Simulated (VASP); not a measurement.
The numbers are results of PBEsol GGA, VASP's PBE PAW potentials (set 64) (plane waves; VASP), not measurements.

VASP ran on this input.

File POSCAR:
```
Cr
1.0
 -1.4043032318   1.4043032318   1.4043032318
  1.4043032318  -1.4043032318   1.4043032318
  1.4043032318   1.4043032318  -1.4043032318
Cr
1
Cart
  0.0000000000   0.0000000000   0.0000000000
```

INCAR:
```
! general
SYSTEM   =  Cr
PREC     =  Accurate
ENCUT    =  400   ! plane-wave cut-off (eV)
LREAL    =  .FALSE.   ! projection in real space or not
LASPH    =  .TRUE.   ! aspherical one-centre terms

! electronic loop
EDIFF    =  1E-6   ! SCF stop (eV)
NELM     =  100
ALGO     =  Normal   ! blocked Davidson
LMAXMIX  =  4   ! l cut-off of mixed one-centre charges

! smearing
ISMEAR   =  1   ! Methfessel-Paxton
SIGMA    =  0.1

! functional
GGA      =  PS

! ions
IBRION   =  2
NSW      =  60   ! most ionic steps
ISIF     =  3   ! ions, shape and volume
EDIFFG   =  -0.01

! output
LWAVE    =  .FALSE.
LCHARG   =  .FALSE.
```

KPOINTS:
```
kpoints
0
gamma
 16 16 16
```

POTCAR, in this order: Cr_pv (PBE.64 set). Program: vasp_std.

Question: What will the output report for the number of irreducible k-points (NKPTS), number of bands (NBANDS), largest plane-wave count, number of space-group operations, FFT grid (NGX, NGY, NGZ)?

Answer: 
```yaml
number of irreducible k-points (NKPTS): 145
number of bands (NBANDS): 10
largest_plane_wave_count: 216
number_of_space_group_operations: 48
FFT grid (NGX, NGY, NGZ): 16 × 16 × 16
```

The structure comes from a measured Cr entry (Im-3m) of the Crystallography Open Database, whose conditions weren't checked. This run relaxes it. Symmetry was kept, so distortions that lower it aren't found. The start is the result of an earlier pass. The run is not spin-polarised, so no magnetic state was tried.
